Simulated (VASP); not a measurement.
Method: PBEsol GGA, VASP's PBE PAW potentials (set 64) (plane waves; VASP).

VASP ran on this input.

File KPOINTS:
```
Automatic mesh
0
Gamma
11 11 6
0 0 0
```

### INCAR
```
SYSTEM = Tm
PREC = Accurate
ENCUT = 520
EDIFF = 1E-6
NELM = 100
ALGO = Normal
LREAL = .FALSE.
LASPH = .TRUE.
ISMEAR = 1
SIGMA = 0.1
GGA = PS
LMAXMIX = 6
LWAVE = .FALSE.
LCHARG = .FALSE.
IBRION = 2
ISIF = 3
NSW = 60
EDIFFG = -0.01
```

POSCAR:
```
Tm
1.0
  1.7509831831  -3.0327919046   0.0000000000
  1.7509831831   3.0327919046   0.0000000000
  0.0000000000   0.0000000000   5.3991544351
Tm
2
Cartesian
  1.7509831831   1.0109326567   1.3497886088
  1.7509831831  -1.0109326567   4.0493658263
```

POTCAR, in this order: Tm_3 (PBE.64 set). Program: vasp_std.

Question: What will the output report for the number of irreducible k-points (NKPTS), largest plane-wave count, number of space-group operations, FFT grid (NGX, NGY, NGZ)?

Answer: 
| Item | Value |
|---|---|
| number of irreducible k-points (NKPTS) | 64 |
| largest plane-wave count | 1580 |
| number of space-group operations | 24 |
| FFT grid (NGX, NGY, NGZ) | 28 × 28 × 40 |

The compound is Tm in the hcp structure. It was relaxed first. The start is the result of an earlier pass. The 4f electrons are frozen in the core of the lanthanide potential, so 4f levels, which can set the real gap, and their magnetism are missing.
